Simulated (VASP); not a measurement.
Set up this calculation in VASP 6.6.1, as the native input.

| Property | Result |
| --- | --- |
| Task | relaxation of cell and atoms |
| Functional | LDA |
| Potentials or basis | VASP PAW LDA potentials, release 64 (Bi_d) |
| Cutoff | 600 eV |
| k mesh | 12 × 12 × 10 |
| Occupations | methfessel-paxton, width 0.1 eV |
| Spin | no spin polarisation |
| Further INCAR settings | ALGO = Normal; EDIFF = 1e-06; IBRION = 2; EDIFFG = -0.01; NSW = 90; ISIF = 3 |

The structure of Bi lies in POSCAR:

```
Bi
1.0
    2.2675000000      1.3091417354      3.9380000000
   -2.2675000000      1.3091417354      3.9380000000
    0.0000000000     -2.6182834708      3.9380000000
Bi
2
Direct
    0.2340000000      0.2340000000      0.2340000000
    0.7660000000      0.7660000000      0.7660000000
```

These files were run (other wordings do the same):

INCAR

```
  PREC = Accurate
  ENCUT = 600
  EDIFF = 1E-6
  ISMEAR = 1
  SIGMA = 0.1
  LREAL = False
  LASPH = True
  NELM = 80
  ALGO = Normal
  ISIF = 3
  LWAVE = False
  LCHARG = False
  GGA = CA
  IBRION = 2
  NSW = 90
  EDIFFG = -0.01
```

KPOINTS

```
Automatic mesh
0
Gamma
  12 12 10
```

Potentials or basis: VASP PAW LDA potentials, release 64 (Bi_d).

Launch:

```console
$ cat potpaw_LDA.64/Bi_d/POTCAR > POTCAR
$ mpirun -np 1 vasp_std > vasp.out
```

It gave:

```yaml
Relaxed_volume: 33.58 Å³/atom
Relaxed_cell: a = 4.629 Å, b = 4.629 Å, c = 4.629 Å, α = 58.13°, β = 58.13°, γ = 58.13°
Space_group_after_relaxing_to_0.05_Å: R-3m (No. 166)
Energy_gained_by_relaxing: 8.3 meV/atom
Ionic_steps: 10
Pressure_after_relaxing: 0.0 GPa
Largest_force_after_relaxing: 0.007 eV/Å
Band_gap_on_the_k_mesh: none (metal or under the smearing width)
```

Caveat: spin-orbit coupling is left out, which moves the levels of the heavy elements.

Run time: 34 min on 1 thread of Intel(R) Xeon(R) 6975P-C (Granite Rapids), with other jobs on the host, peak memory 0.61 GiB.
